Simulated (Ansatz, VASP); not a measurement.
Two plane-wave programs on BaMo6S8

```
Ba Mo S
1.0
     7.27773   -0.32780    0.84083
     0.10138    6.70091    0.26363
     0.23821   -0.59526    6.58569
Ba Mo S
1 6 8
Cartesian
  2.4254 3.4787 6.7795
  6.4262 3.0020 6.9680
  5.0535 5.4146 5.9340
  2.3647 0.1577 6.1314
  1.7020 4.4661 3.5659
  6.6495 -0.3173 1.3690
  4.2127 1.7424 1.5586
  5.1256 0.2231 3.5278
  3.0440 2.1411 4.0077
  1.5924 1.4261 2.1308
  3.5739 5.9086 2.2710
  6.6420 1.9850 2.9543
  0.5779 2.1018 4.1923
  0.2448 -0.2298 4.4896
  5.5532 4.4182 3.0866
```

The cell was built by a generator and needn't be a form met in nature.

Alike in both runs: task single point; functional PBE; k mesh 3 × 3 × 3; no spin polarisation.

```csv
,VASP,Ansatz
version,VASP 6.6.1,Ansatz 0.2.0
potentials or method,"VASP PAW PBE potentials, release 64 (Ba_sv, Mo_sv, S)",PAW plane waves
plane-wave cutoff (eV),520,420
occupations,"fermi-dirac, width 0.1 eV",fermi-dirac
valence electrons in the cell,142,142
```

VASP gave:

| Property | Result |
| --- | --- |
| rms of the force components (eV/Å) | 1.408 |

Which values does Ansatz return?

rms of the force components (eV/Å): 1.411.

Atom by atom the forces differ by 0.016 eV/Å (rms over components).

Spin-orbit coupling is left out, which matters for the levels of Ba.
